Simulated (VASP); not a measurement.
Input:

```xyz
17
Lattice="5.4320 0.0000 0.0000 2.7160 4.7043 0.0000 0.0000 0.0000 20.4066" Properties=species:S:1:pos:R:3 pbc="T T T"
Ru     5.4562     1.6275     7.0882
Ru     2.6918     1.6275     7.0882
Ru     6.7900     3.9373     7.0897
Ru     4.0740     3.9644     7.0819
Ru     5.4328     0.0457     9.1717
Ru     2.7153     0.0457     9.1717
Ru     6.7900     2.3971     9.0934
Ru     4.0740     2.3980     9.1714
Ru     5.4365     1.6173    11.3228
Ru     2.7115     1.6173    11.3228
Ru     6.7900     3.9616    11.3234
Ru     4.0740     3.9663    11.2759
Ru     5.3687     0.0841    13.4371
Ru     2.7794     0.0841    13.4371
Ru     6.7900     2.3984    13.3545
Ru     4.0740     2.3264    13.4375
C      4.0740     3.9674    14.4612
```

These are PBE GGA, VASP's PBE PAW potentials (set 64) (plane waves; VASP) values and carry that method's errors. Run with PREC = Normal, 400 eV cut-off, 6×6×1 Γ-centred mesh, first-order Methfessel-Paxton smearing of 0.10 eV, potentials Ru C.

Predict the energy per atom (σ→0), band gap (on the k-mesh) with the smallest direct gap where there is one.

| Item | Result |
|---|---|
| band gap (on the k-mesh) | none (metal, semimetal or under 0.01 eV) |
| energy per atom (σ→0) | -8.742 eV/atom |

Only differences to runs with the same potentials and settings are physical.

The cell is a thin slab with vacuum, built from Ru (hcp): (001) face, C adsorbed.
